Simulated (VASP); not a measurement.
All values below come from r2SCAN meta-GGA, VASP's PBE PAW potentials (set 64) (plane waves; VASP).

A VASP calculation is set up with these files.

**INCAR**
```
! general
SYSTEM =RuAl
PREC   =Accurate
ENCUT  =480
LREAL  =.FALSE.
LASPH  =.TRUE.

! electronic loop
EDIFF  =1E-7
NELM   =100
ALGO   =Normal
LMAXMIX=4
LMIXTAU=.TRUE.

! smearing
ISMEAR =1
SIGMA  =0.1

! functional
METAGGA=R2SCAN

! ions
IBRION =2
NSW    =40
ISIF   =3
EDIFFG =-0.01
PSTRESS=10

! output
LWAVE  =.FALSE.
LCHARG =.FALSE.
```

**POSCAR**
```
RuAl
1
    2.9777670032     0.0000000000     0.0000000000
    0.0000000000     2.9777670032     0.0000000000
   -0.0000000000    -0.0000000000     2.9777670032
Al Ru
1 1
Direct
  0.5000000000   0.5000000000   0.5000000000
  0.0000000000   0.0000000000   0.0000000000
```

KPOINTS:
```
Automatic mesh
0
Gamma
12 12 12
0 0 0
```

POTCAR, in this order: Al Ru_pv (PBE.64 set). Program: vasp_std.

What VASP printed:

### OSZICAR
```
       N       E                     dE             d eps       ncg     rms          rms(c)
DAV:   1     0.925437712931E+02    0.92544E+02   -0.92506E+03  2040   0.129E+03
DAV:   2    -0.362438995877E+02   -0.12879E+03   -0.12403E+03  2164   0.353E+02
DAV:   3    -0.388584484253E+02   -0.26145E+01   -0.25547E+01  2444   0.512E+01
DAV:   4    -0.388873163568E+02   -0.28868E-01   -0.28857E-01  2412   0.521E+00
DAV:   5    -0.388881027437E+02   -0.78639E-03   -0.78635E-03  2760   0.686E-01    0.159E+01
DAV:   6    -0.336364785035E+02    0.52516E+01   -0.75262E+00  2124   0.365E+01    0.390E+00
DAV:   7    -0.335874324254E+02    0.49046E-01   -0.81949E-01  2124   0.110E+01    0.207E+00
DAV:   8    -0.336094294342E+02   -0.21997E-01   -0.29873E-02  2112   0.215E+00    0.891E-01
DAV:   9    -0.336148049421E+02   -0.53755E-02   -0.29100E-02  2120   0.197E+00    0.453E-01
DAV:  10    -0.336148656306E+02   -0.60689E-04   -0.34274E-03  2276   0.716E-01    0.151E-01
DAV:  11    -0.336149032091E+02   -0.37578E-04   -0.46317E-04  2360   0.258E-01    0.266E-02
DAV:  12    -0.336148473190E+02    0.55890E-04   -0.55774E-05  2140   0.913E-02    0.807E-03
DAV:  13    -0.336148284548E+02    0.18864E-04   -0.12580E-05  2412   0.428E-02    0.750E-03
DAV:  14    -0.336148289601E+02   -0.50539E-06   -0.11336E-06  2276   0.137E-02    0.267E-03
DAV:  15    -0.336148288566E+02    0.10352E-06   -0.19494E-07  1900   0.521E-03    0.130E-03
DAV:  16    -0.336148289218E+02   -0.65183E-07   -0.12646E-07  1448   0.430E-03
   1 F= -.33450027E+02 E0= -.33449974E+02  d E =-.334500E+02
```

OUTCAR:
```
------------------------ aborting loop because EDIFF is reached ----------------------------------------
  FORCE on cell =-STRESS in cart. coord.  units (eV):
  Direction    XX          YY          ZZ          XY          YZ          ZX
  --------------------------------------------------------------------------------------
  Total        0.1637808      0.1637808      0.1637808     -0.0000000      0.0000000     -0.0000000
  in kB        9.9380542      9.9380542      9.9380542     -0.0000000      0.0000000     -0.0000000
  external PRESSURE =      -0.0619458 kB  Pullay stress =      10.0000000 kB
  volume of cell :       26.40
      direct lattice vectors                 reciprocal lattice vectors
     2.977767003  0.000000000  0.000000000     0.335822111  0.000000000  0.000000000
     0.000000000  2.977767003  0.000000000     0.000000000  0.335822111  0.000000000
     0.000000000  0.000000000  2.977767003     0.000000000  0.000000000  0.335822111
 POSITION                                       TOTAL-FORCE (eV/Angst)
 -----------------------------------------------------------------------------------
      1.48888      1.48888      1.48888         0.000000      0.000000      0.000000
      0.00000      0.00000      0.00000         0.000000      0.000000      0.000000
 -----------------------------------------------------------------------------------
    total drift:                                0.000000      0.000000      0.000000
  FREE ENERGIE OF THE ION-ELECTRON SYSTEM (eV)
  ---------------------------------------------------
  free  energy   TOTEN  =       -33.6148289218 eV

  energy  without entropy=      -33.6146695820  energy(sigma->0) =      -33.61477581
  enthalpy is  TOTEN    =       -33.4500272712 eV   P V=        0.1648016506

 reached required accuracy - stopping structural energy minimisation
```
(Selected blocks of OUTCAR.)

The compound is RuAl in the CsCl type structure. It was relaxed first under an external pressure of 1 GPa. The electron count is odd and the run is not spin-polarised, which forces a metal.
